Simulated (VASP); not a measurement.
Consider the following.

```xyz
4
Lattice="3.5178 0.0000 0.0000 0.0000 3.5178 0.0000 0.0000 0.0000 3.5178" Properties=species:S:1:pos:R:3 pbc="T T T"
Al     0.0000     0.0000     0.0000
Ni     0.0000     1.7589     1.7589
Ni     1.7589     0.0000     1.7589
Ni     1.7589     1.7589     0.0000
```
Starting moments (μB, in the order of the record's atoms Al Ni Ni Ni): 0.0 0.2 0.2 0.2.

Calculation: AM05 GGA, VASP's PBE PAW potentials (set 64) (plane waves; VASP). Settings: 520 eV cut-off, Gaussian smearing of 0.050 eV, potentials Al Ni.

**Question.** What does the run give for the cell moment, band gap (along the path) with the smallest direct gap where there is one?

**Answer.** 
```json
{
 "band gap (along the path)": "none (metal, semimetal or under 0.01 eV)",
 "cell_moment": "0.00 μB"
}
```

The absolute energy has meaning only against runs of the same code, potentials and settings.

The compound is Ni3Al in the L1_2 structure. It was relaxed first.
